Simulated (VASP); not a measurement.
Given:

```
CELL_PARAMETERS angstrom
      4.63713     0.00000     0.00000
      0.00000     4.63713     0.00000
      0.00000     0.00000     4.63713
ATOMIC_POSITIONS crystal
  Cs 0.00000 0.00000 0.00000
  I  0.50000 0.50000 0.50000
```

Computed with SCAN meta-GGA, VASP's PBE PAW potentials (set 64) (plane waves; VASP 6.6.1). Settings: 520 eV cut-off, 6×6×6 Γ-centred mesh, Gaussian smearing of 0.050 eV, potentials Cs_sv I.

Unless said otherwise, spin-orbit coupling is left out, though it shifts the bands of the heavy elements here.

Problem. Predict the energy per atom (σ→0), band gap (on the k-mesh) with the smallest direct gap where there is one.

Solution. 
band gap (on the k-mesh): 4.38 eV
smallest direct gap (on the k-mesh): 4.48 eV
energy per atom (σ→0): -38.982 eV/atom

Only differences to runs with the same potentials and settings are physical.

The compound is CsI in the CsCl type structure. This cell is one point of a volume scan, at 1.03 of the reference volume.
